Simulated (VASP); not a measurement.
An input for Quantum ESPRESSO's pw.x (written as the equivalent of a VASP run, and not itself run):

```
&CONTROL
  calculation = 'vc-relax'
  pseudo_dir = './pseudo'
  outdir = './out'
  tprnfor = .true.
  tstress = .true.
  nstep = 40
  forc_conv_thr = 0.00039
/
&SYSTEM
  ibrav = 0
  nat = 2
  ntyp = 2
  ecutwfc = 80
  occupations = 'smearing'
  smearing = 'methfessel-paxton'
  degauss = 0.00735
  input_dft = 'pbe'
/
&ELECTRONS
  conv_thr = 7.3e-09
  electron_maxstep = 100
/
&IONS
/
&CELL
  press = 100
/
ATOMIC_SPECIES
  Ga 69.723 Ga.upf
  Sb 121.760 Sb.upf
CELL_PARAMETERS angstrom
     0.0000000    2.9519638    2.9519638
     2.9519638    0.0000000    2.9519638
     2.9519638    2.9519638    0.0000000
ATOMIC_POSITIONS crystal
  Ga   1.0000000  1.0000000  0.0000000
  Sb   0.2500000  0.2500000  0.2500000
K_POINTS automatic
  10 10 10 0 0 0
```

Q: Write the VASP files for the same calculation (PBE).

A: This is not unique; one that fits is 
### KPOINTS
```
Automatic mesh
0
Gamma
10 10 10
0 0 0
```

### INCAR
```
SYSTEM = GaSb
PREC = Accurate; ENCUT = 480; LREAL = F
LASPH = T
EDIFF = 1E-7; NELM = 100; ALGO = Normal
LMAXMIX = 4
ISMEAR = 1; SIGMA = 0.1
GGA = PE
IBRION = 2; NSW = 40; ISIF = 3
EDIFFG = -0.01; PSTRESS = 100
LWAVE = F; LCHARG = F
```

File POSCAR:
```
GaSb
1
    0.0000000000     2.9519638431     2.9519638431
    2.9519638431     0.0000000000     2.9519638431
    2.9519638431     2.9519638431     0.0000000000
Ga Sb
1 1
Direct
  1.0000000000   1.0000000000   0.0000000000
  0.2500000000   0.2500000000   0.2500000000
```

POTCAR, in this order: Ga_d Sb (PBE.64 set). Program: vasp_std.

What does not carry over: the potentials are each code's own (VASP's PAW set, PseudoDojo norm-conserving files in pw.x), so ENCUT and ecutwfc are chosen apart and not converted; conv_thr bounds pw.x's estimated SCF error, while EDIFF bounds the energy change between steps; forc_conv_thr acts on force components and is met together with etot_conv_thr.

The compound is GaSb in the zinc blende structure. It was relaxed first under an external pressure of 10 GPa.
